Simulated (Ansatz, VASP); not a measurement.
**Pt2F: VASP beside Ansatz**

File INCAR:

```
PREC = Accurate ; ENCUT = 900
EDIFF = 1E-6 ; ISMEAR = -1
SIGMA = 0.05 ; LREAL = False
LASPH = True ; NELM = 80
ALGO = Normal ; ISIF = 3
LWAVE = False ; LCHARG = False
GGA = PE ; IBRION = 2
NSW = 60 ; EDIFFG = -0.005
```

File KPOINTS:

```
Automatic mesh
0
Gamma
  8 8 8
```

The input POSCAR:

```
Pt2F
1.0
    0.0000000000      2.8524300000      2.8524300000
    2.8524300000      0.0000000000      2.8524300000
    2.8524300000      2.8524300000      0.0000000000
Pt F
2 1
Direct
    0.2500000000      0.2500000000      0.2500000000
    0.7500000000      0.7500000000      0.7500000000
    0.0000000000      0.0000000000      0.0000000000
```

Contents of input.yaml:

```yaml
crystal:
  lattice:
    - [0.0, 2.85243, 2.85243]
    - [2.85243, 0.0, 2.85243]
    - [2.85243, 2.85243, 0.0]
  atoms:
    - { symbol: Pt, position: [0.25, 0.25, 0.25] }
    - { symbol: Pt, position: [0.75, 0.75, 0.75] }
    - { symbol: F, position: [0.0, 0.0, 0.0] }
hamiltonian:
  xc: pbe
  pseudopotentials: { kind: paw }
kpoints:
  mp_grid: { grid: [8, 8, 8] }
scf:
  occupations: { method: fermi_dirac, width: 0.05 }
output:
  forces: true
  stress: true
  eigenvalues: true
  write_density: true
  write_potential: true
  elf: true
  volumetric_format: npy
relax:
  f_tol: 0.01
  max_steps: 40
  cell: { stress_tol: 0.05 }
```

The cell was built by a generator and needn't be a form met in nature.

Alike in both runs: task relaxation of cell and atoms; functional PBE; k mesh 8 × 8 × 8; occupations fermi-dirac, width 0.05 eV; no spin polarisation.

```csv
,VASP,Ansatz
version,VASP 6.6.1,Ansatz 0.2.0
potentials or method,"VASP PAW PBE potentials, release 64 (Pt, F)",Ansatz PAW
plane-wave cutoff (eV),900,420
valence electrons in the cell,27,43
```

```csv
,VASP,Ansatz,Ansatz less VASP
"gap on the k mesh at the Fermi level, each at its own relaxed structure (eV)",none,none,-
relaxed volume (Å³/atom),15.46,15.49,+0.021
relaxed cell length with the largest relative difference (Å),4.033,4.035,+0.0019
```

A gap of «none» marks a metal or a gap that the smearing closes. The two sets of potentials don't hold the same shells in valence.

Caveats: an odd number of electrons without spin polarisation forces a metal; a magnetic or distorted state may lie lower; the plane-wave basis is chosen anew once the cell has moved, so the energies of steps on either side of that aren't comparable (Ansatz). The runs have no spin-orbit coupling, so splittings on Pt are missing.
